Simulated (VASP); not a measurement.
SiC (wurtzite): the formation energy from VASP (plane waves, PAW) at several levels of theory. The references are the elements' solids at the same level; no temperature or zero-point terms are added.  Without a dispersion term in the relaxation, distances and binding between the weakly bound layers, chains or molecules are unreliable, and so is what depends on them.

| level | formation energy (eV/atom) |
|---|---|
| LDA | -0.285 |
| PBE | -0.203 |
| PBEsol | -0.260 |
| r2SCAN | -0.303 |

The cell of the LDA run:

```cif
data_C2Si2
_chemical_formula_sum 'Si2 C2'
_space_group_name_H-M_alt 'P63mc'
_space_group_IT_number 186
_space_group_name_Hall 'P 6c -2c'
_cell_length_a 3.05848
_cell_length_b 3.05848
_cell_length_c 5.01669
_cell_angle_alpha 90.000
_cell_angle_beta 90.000
_cell_angle_gamma 120.000
loop_
_atom_site_label
_atom_site_type_symbol
_atom_site_symmetry_multiplicity
_atom_site_Wyckoff_symbol
_atom_site_fract_x
_atom_site_fract_y
_atom_site_fract_z
_atom_site_occupancy
Si1 Si 2 b 0.66667 0.33333 0.49964 1
C1 C 2 b 0.33333 0.66667 0.37536 1
```

Only levels that ran to the end are used. Left out are those held back, those with too coarse a band path, GW runs whose mesh misses a band edge, hybrids' fits of cells that aren't cubic and levels without matching references; a question may draw on a part of the rest.
